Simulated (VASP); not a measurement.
Computed with LDA (Ceperley-Alder, Perdew-Zunger), VASP's LDA PAW potentials (set 64) (plane waves; VASP).

A VASP calculation is set up with these files.

### KPOINTS
```
kpoints
0
gamma
  11 11 11
```

**POSCAR**
```
MnS
3.5320210
  0.0000000000   0.7071067811   0.7071067811
  0.7071067811   0.0000000000   0.7071067811
  0.7071067811   0.7071067811   0.0000000000
S Mn
1 1
Cartesian
  0.0000000000   0.0000000000   0.0000000000
  0.7071067811   0.7071067811   0.7071067811
```

### INCAR
```
! general
SYSTEM  = MnS
PREC    = Accurate
ENCUT   = 300
LREAL   = .False.
LASPH   = .True.   ! aspherical one-centre terms

! electronic loop
EDIFF   = 1E-6   ! SCF stop (eV)
NELM    = 100   ! most electronic steps
ALGO    = Normal   ! blocked Davidson
LMAXMIX = 4   ! l cut-off of mixed one-centre charges

! smearing
ISMEAR  = 0   ! Gaussian
SIGMA   = 0.1

! spin
ISPIN   = 2   ! spin-polarised
MAGMOM  = 0.0 4.0

! ions
ISIF    = 2

! output
LWAVE   = .False.
LCHARG  = .False.
LORBIT  = 11   ! lm-projected
```

POTCAR, in this order: S Mn_pv (LDA.64 set). Program: vasp_std.

The run wrote:

**OSZICAR**
```
       N       E                     dE             d eps       ncg     rms          rms(c)
DAV:   1     0.101021273682E+03    0.10102E+03   -0.82406E+03  3426   0.936E+02
DAV:   2    -0.125883339501E+02   -0.11361E+03   -0.10890E+03  3738   0.280E+02
DAV:   3    -0.164348646704E+02   -0.38465E+01   -0.38201E+01  4060   0.584E+01
DAV:   4    -0.164743544525E+02   -0.39490E-01   -0.39474E-01  4074   0.593E+00
DAV:   5    -0.164750436647E+02   -0.68921E-03   -0.68917E-03  4144   0.768E-01    0.127E+01
DAV:   6    -0.155739486187E+02    0.90110E+00   -0.88885E+00  3597   0.397E+01    0.106E+01
DAV:   7    -0.152679418366E+02    0.30601E+00   -0.16753E+00  3406   0.210E+01    0.582E+00
DAV:   8    -0.152677051081E+02    0.23673E-03   -0.65694E-02  3647   0.232E+00    0.344E+00
DAV:   9    -0.152560206357E+02    0.11684E-01   -0.20409E-02  4295   0.165E+00    0.893E-01
DAV:  10    -0.152599848226E+02   -0.39642E-02   -0.57723E-03  3633   0.789E-01    0.382E-01
DAV:  11    -0.152605299369E+02   -0.54511E-03   -0.15728E-03  4159   0.397E-01    0.825E-02
DAV:  12    -0.152605483754E+02   -0.18438E-04   -0.21345E-04  3773   0.108E-01    0.622E-02
DAV:  13    -0.152605468259E+02    0.15495E-05   -0.56693E-06  4092   0.247E-02    0.378E-02
DAV:  14    -0.152605513884E+02   -0.45624E-05   -0.65215E-06  3901   0.311E-02    0.620E-03
DAV:  15    -0.152605515803E+02   -0.19196E-06   -0.58149E-07  1841   0.535E-03
   1 F= -.15260552E+02 E0= -.15256525E+02  d E =-.805319E-02  mag=     4.0743
```

### OUTCAR
```
------------------------ aborting loop because EDIFF is reached ----------------------------------------
  FORCE on cell =-STRESS in cart. coord.  units (eV):
  Direction    XX          YY          ZZ          XY          YZ          ZX
  --------------------------------------------------------------------------------------
  Total       -1.6069353     -1.6069353     -1.6069353      0.0000000     -0.0000000      0.0000000
  in kB      -82.6331205    -82.6331205    -82.6331205      0.0000000     -0.0000000      0.0000000
  external PRESSURE =     -82.6331205 kB  Pullay stress =       0.0000000 kB
  volume of cell :       31.16
      direct lattice vectors                 reciprocal lattice vectors
     0.000000000  2.497516000  2.497516000    -0.200198918  0.200198918  0.200198918
     2.497516000  0.000000000  2.497516000     0.200198918 -0.200198918  0.200198918
     2.497516000  2.497516000  0.000000000     0.200198918  0.200198918 -0.200198918
 POSITION                                       TOTAL-FORCE (eV/Angst)
 -----------------------------------------------------------------------------------
      0.00000      0.00000      0.00000         0.000000     -0.000000     -0.000000
      2.49752      2.49752      2.49752        -0.000000      0.000000      0.000000
 -----------------------------------------------------------------------------------
    total drift:                                0.000000      0.000000      0.000000
  FREE ENERGIE OF THE ION-ELECTRON SYSTEM (eV)
  ---------------------------------------------------
  free  energy   TOTEN  =       -15.2605515803 eV

  energy  without entropy=      -15.2524983933  energy(sigma->0) =      -15.25652499

 total charge

# of ion       s       p       d       tot
------------------------------------------
    1        1.329   2.385   0.000   3.714
    2        0.245   6.202   5.037  11.484
--------------------------------------------------
tot          1.574   8.587   5.037  15.198

 magnetization (x)

# of ion       s       p       d       tot
------------------------------------------
    1        0.026   0.043   0.000   0.069
    2        0.048   0.036   3.645   3.729
--------------------------------------------------
tot          0.074   0.079   3.645   3.798
```
(Selected blocks of OUTCAR.)

At this cut-off the stress carries a Pulay error, which pulls relaxed volumes low. The moments were started parallel, and other spin orders were not tried in this run.

The structure was generated: MnS was put into an ordered model structure, which need not be its known phase. The cell was not relaxed at this level. The run is one of a series of settings (SIGMA = 0.1 against the base run), some of them coarse on purpose.
